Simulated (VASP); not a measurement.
An input for Quantum ESPRESSO's pw.x (written as the equivalent of a VASP run, and not itself run):

```
&CONTROL
  calculation = 'vc-relax'
  pseudo_dir = './pseudo'
  outdir = './out'
  tprnfor = .true.
  tstress = .true.
  nstep = 60
  forc_conv_thr = 0.00078
/
&SYSTEM
  ibrav = 0
  nat = 4
  ntyp = 2
  ecutwfc = 98
  occupations = 'smearing'
  smearing = 'methfessel-paxton'
  degauss = 0.00735
  input_dft = 'pbesol'
  nspin = 2
  starting_magnetization(2) = 0.05
/
&ELECTRONS
  conv_thr = 7.3e-08
  electron_maxstep = 100
/
&IONS
/
&CELL
/
ATOMIC_SPECIES
  Al 26.982 Al.upf
  Ni 58.693 Ni.upf
CELL_PARAMETERS angstrom
     3.5185715    0.0000000    0.0000000
    -0.0000000    3.5185715    0.0000000
    -0.0000000   -0.0000000    3.5185715
ATOMIC_POSITIONS crystal
  Al   0.0000000  0.0000000  0.0000000
  Ni   0.0000000  0.5000000  0.5000000
  Ni   0.5000000  0.0000000  0.5000000
  Ni   0.5000000  0.5000000  0.0000000
K_POINTS automatic
  8 8 8 0 0 0
```

**Question.** Translate this input to VASP (INCAR, KPOINTS, POSCAR, choice of POTCAR).

**Answer.** This is not unique; one that fits is 
INCAR:
```
# general
SYSTEM  = Ni3Al
PREC    = Accurate
ENCUT   = 400   # plane-wave cut-off (eV)
LREAL   = .False.
LASPH   = .True.   # aspherical one-centre terms

# electronic loop
EDIFF   = 1E-6   # SCF stop (eV)
NELM    = 100   # most electronic steps
ALGO    = Normal
LMAXMIX = 4   # l cut-off of mixed one-centre charges

# smearing
ISMEAR  = 1   # Methfessel-Paxton
SIGMA   = 0.1

# functional
GGA     = PS   # PBEsol

# spin
ISPIN   = 2   # spin-polarised
MAGMOM  = 0.0 3*0.5

# ions
IBRION  = 2
NSW     = 60   # most ionic steps
ISIF    = 3   # ions, shape and volume
EDIFFG  = -0.02

# output
LWAVE   = .False.
LCHARG  = .False.
LORBIT  = 10
```

POSCAR:
```
Ni3Al
1.0
  3.5185715322   0.0000000000   0.0000000000
  0.0000000000   3.5185715322   0.0000000000
  0.0000000000   0.0000000000   3.5185715322
Al Ni
1 3
Cartesian
  0.0000000000   0.0000000000   0.0000000000
  0.0000000000   1.7592857661   1.7592857661
  1.7592857661   0.0000000000   1.7592857661
  1.7592857661   1.7592857661   0.0000000000
```

**KPOINTS**
```
K-points
0
Gamma
 8 8 8
```

POTCAR, in this order: Al Ni (PBE.64 set). Program: vasp_std.

Limits of the translation: the potentials are each code's own (VASP's PAW set, PseudoDojo norm-conserving files in pw.x), so ENCUT and ecutwfc are chosen apart and not converted; conv_thr bounds pw.x's estimated SCF error, while EDIFF bounds the energy change between steps; starting_magnetization is a fraction of the valence charge and MAGMOM a moment in μB, so they match only roughly; forc_conv_thr acts on force components and is met together with etot_conv_thr.

The compound is Ni3Al in the L1_2 structure. It was relaxed first. The start is the result of an earlier pass.
